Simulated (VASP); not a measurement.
All values below come from PBEsol GGA, VASP's PBE PAW potentials (set 64) (plane waves; VASP).

VASP input:

**POSCAR**
```
AlNi
1
    2.6385300000     0.0000000000     0.0000000000
    0.0000000000     2.6385300000     0.0000000000
    0.0000000000     0.0000000000     3.4583600000
Al Ni
1 1
Direct
  0.5000000000   0.5000000000   0.5000000000
  0.0000000000   0.0000000000   0.0000000000
```

KPOINTS:
```
Automatic mesh
0
Gamma
1 1 1
0 0 0
```

INCAR:
```
SYSTEM = AlNi
PREC = Accurate
ENCUT = 300
EDIFF = 1E-6
NELM = 100
ALGO = Normal
LREAL = .FALSE.
LASPH = .TRUE.
ISMEAR = 0
SIGMA = 0.1
GGA = PS
LMAXMIX = 4
LWAVE = .FALSE.
LCHARG = .FALSE.
ISIF = 2
ISPIN = 2
MAGMOM = 0.0 2.0
LORBIT = 11
```

POTCAR, in this order: Al Ni (PBE.64 set). Program: vasp_std.

Q: What will the output report for the number of irreducible k-points (NKPTS), largest plane-wave count, number of space-group operations, FFT grid (NGX, NGY, NGZ)?

A: 
```yaml
number of irreducible k-points (NKPTS): 1
largest_plane_wave_count: 285
number_of_space_group_operations: 16
FFT grid (NGX, NGY, NGZ): 16 × 16 × 20
```

The structure was generated: AlNi was put into an ordered model structure, which need not be its known phase. The cell was not relaxed at this level. The k-mesh is coarse (spacing up to 2.38 per Å, 2π included), so the numbers may not be converged in it. The run is one of a series of settings (KPOINTS 1×1×1 Γ-centred mesh against the base run), some of them coarse on purpose.
